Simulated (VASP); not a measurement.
A cell of GeF2 (relaxed from the fluorite structure, space group Fm-3m) near equilibrium:

```
CELL_PARAMETERS angstrom
      0.00000     2.72415     2.72415
      2.72415     0.00000     2.72415
      2.72415     2.72415     0.00000
ATOMIC_POSITIONS crystal
  Ge 0.00000 0.00000 0.00000
  F  0.25000 0.25000 0.25000
  F  0.75000 0.75000 0.75000
```

All values below come from PBEsol GGA, VASP's PBE PAW potentials (set 64) (plane waves; VASP 6.6.1).

```json
[
 {"run": "as it is", "ΔE (meV/atom)": "0.0", "σxx": "0.02", "σyy": "0.02", "σzz": "0.02", "largest shear component, with its sign (GPa)": "0.00", "largest force (eV/Å)": "0.000", "gap (eV)": "3.69"},
 {"run": "after one change", "ΔE (meV/atom)": "1.1", "σxx": "-1.22", "σyy": "-2.09", "σzz": "-2.09", "largest shear component, with its sign (GPa)": "0.00", "largest force (eV/Å)": "0.000", "gap (eV)": "3.67"}
]
```
Stress is in GPa, positive when the cell is compressed; gaps are those on the k-mesh, and 0.00 means metallic.

Task: Name the change that produced these shifts.
A) shear strain γ_xz = +1.5 %
B) biaxial strain of +1.0 % in the yz plane
C) shear strain γ_xy = +3.0 %
D) atom 1 (Ge) moved by -0.150 Å along x

Result: B, biaxial strain of +1.0 % in the yz plane

The structure was generated: GeF2 was put into the fluorite type (Fm-3m), which need not be its known phase.
